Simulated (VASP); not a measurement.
Take HfC (rock salt), with a static lattice, in VASP with PAW potentials, and its bulk modulus.

Q: One run gives 232 GPa. Which level is it?
A) vdW-DF-cx
B) revPBE
C) TPSS
D) PBE-D3 (zero damping)

A: B, revPBE.  The others give 251 (vdW-DF-cx), 243 (TPSS), 250 (PBE-D3 (zero damping)).

Only levels that ran to the end are used. Left out are those held back, those with too coarse a band path, GW runs whose mesh misses a band edge, hybrids' fits of cells that aren't cubic and levels without matching references; a question may draw on a part of the rest.

The compound is HfC in the rock salt structure.
